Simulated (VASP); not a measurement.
```xyz
3
Lattice="1.8436 -3.1932 0.0000 1.8436 3.1932 0.0000 0.0000 0.0000 7.3199" Properties=species:S:1:pos:R:3 pbc="T T T"
Zr     0.0000     0.0000     0.0000
S      1.8436     1.0644     1.4307
S      1.8436    -1.0644     5.8892
```

Level of theory: RPBE GGA, VASP's PBE PAW potentials (set 64) (plane waves; VASP). Settings: 520 eV cut-off, 7×7×3 Γ-centred mesh, Gaussian smearing of 0.050 eV, potentials Zr_sv S.

Without a dispersion term in the relaxation, distances and binding between the weakly bound layers, chains or molecules are unreliable, and so is what depends on them.

**Question.** The ions and cell shape at fixed volume are relaxed. What does this cell relax into?

**Answer.** 
```xyz
3
Lattice="1.8577 -3.2177 0.0000 1.8577 3.2177 0.0000 0.0000 0.0000 7.2087" Properties=species:S:1:pos:R:3 pbc="T T T"
Zr     0.0000     0.0000     0.0000
S      1.8577     1.0726     1.4506
S      1.8577    -1.0726     5.7581
```
Space group P-3m1 (164), at a tolerance of 0.03 Å.

**Question.** How much energy does the relaxation gain?

**Answer.** The energy (σ→0) changes by -5.2 meV/atom, in 5 ionic steps.

The compound is ZrS2 in the 1T layered structure. This cell is one point of a volume scan, at 0.97 of the reference volume. Symmetry was kept, so distortions that lower it aren't found.
